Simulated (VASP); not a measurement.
Data:

```yaml
crystal:
  lattice:
    - [5.10879, 2.54532, 2.54532]
    - [2.54532, 5.10879, 2.54532]
    - [2.54532, 2.54532, 5.10879]
  atoms:
    - { symbol: Mn, position: [0.00000, 0.00000, 0.00000], spin: 4.1 }
    - { symbol: Mn, position: [0.50000, 0.50000, 0.50000], spin: -4.1 }
    - { symbol: S, position: [0.25000, 0.25000, 0.25000] }
    - { symbol: S, position: [0.75000, 0.75000, 0.75000] }
```

Method: optB88-vdW, VASP's PBE PAW potentials (set 64) (plane waves; VASP). Run with 520 eV cut-off, Gaussian smearing of 0.050 eV, potentials Mn_pv S.

**Question.** Give the spin-up energies of bands 9 to 22 at the high-symmetry points, in eV from the valence-band maximum.

**Answer.** 
| band | Γ | T | H2 | L | S0 | F |
|---|---|---|---|---|---|---|
| 9 | -6.64 | -4.86 | -5.71 | -5.92 | -5.78 | -6.67 |
| 10 | -4.20 | -4.32 | -5.65 | -5.61 | -5.42 | -5.61 |
| 11 | -4.20 | -3.96 | -4.86 | -4.67 | -5.09 | -4.16 |
| 12 | -2.68 | -3.96 | -4.75 | -4.13 | -4.64 | -4.09 |
| 13 | -2.68 | -2.70 | -4.00 | -4.11 | -4.07 | -3.13 |
| 14 | -2.48 | -2.70 | -3.80 | -3.27 | -3.81 | -3.08 |
| 15 | -1.49 | -2.65 | -2.36 | -2.65 | -2.36 | -2.99 |
| 16 | -1.49 | -2.65 | -2.16 | -2.30 | -2.17 | -2.31 |
| 17 | -1.44 | -2.14 | -2.11 | -2.05 | -2.07 | -2.13 |
| 18 | -1.35 | 0.00 | -1.00 | -0.66 | -1.04 | -1.05 |
| 19 | -1.35 | 0.00 | -0.69 | -0.61 | -0.70 | -0.49 |
| 20 | 0.99 | 0.91 | 1.23 | 0.55 | 1.20 | 0.62 |
| 21 | 0.99 | 0.91 | 1.25 | 1.50 | 1.33 | 1.57 |
| 22 | 1.14 | 1.00 | 1.56 | 1.68 | 1.52 | 1.68 |

**Question.** Give the spin-down energies of bands 9 to 22 at the high-symmetry points, in eV from the valence-band maximum.

**Answer.** 
| band | Γ | T | H2 | L | S0 | F |
|---|---|---|---|---|---|---|
| 9 | -6.64 | -4.86 | -5.71 | -5.92 | -5.78 | -6.67 |
| 10 | -4.20 | -4.32 | -5.65 | -5.61 | -5.42 | -5.61 |
| 11 | -4.20 | -3.96 | -4.86 | -4.67 | -5.09 | -4.16 |
| 12 | -2.68 | -3.96 | -4.75 | -4.13 | -4.64 | -4.09 |
| 13 | -2.68 | -2.70 | -4.00 | -4.11 | -4.07 | -3.13 |
| 14 | -2.48 | -2.70 | -3.80 | -3.27 | -3.81 | -3.08 |
| 15 | -1.49 | -2.65 | -2.36 | -2.65 | -2.36 | -2.99 |
| 16 | -1.49 | -2.65 | -2.16 | -2.30 | -2.17 | -2.31 |
| 17 | -1.44 | -2.14 | -2.11 | -2.05 | -2.07 | -2.13 |
| 18 | -1.35 | 0.00 | -1.00 | -0.66 | -1.04 | -1.05 |
| 19 | -1.35 | 0.00 | -0.69 | -0.61 | -0.70 | -0.49 |
| 20 | 0.99 | 0.91 | 1.23 | 0.55 | 1.20 | 0.62 |
| 21 | 0.99 | 0.91 | 1.25 | 1.50 | 1.33 | 1.57 |
| 22 | 1.14 | 1.00 | 1.56 | 1.68 | 1.52 | 1.68 |

The gap is indirect, 0.55 eV, from the valence maximum at T to the conduction minimum at L.

The compound is MnS in the rock salt, AFM-II order structure. It was relaxed first, which changed the volume by -6 %.
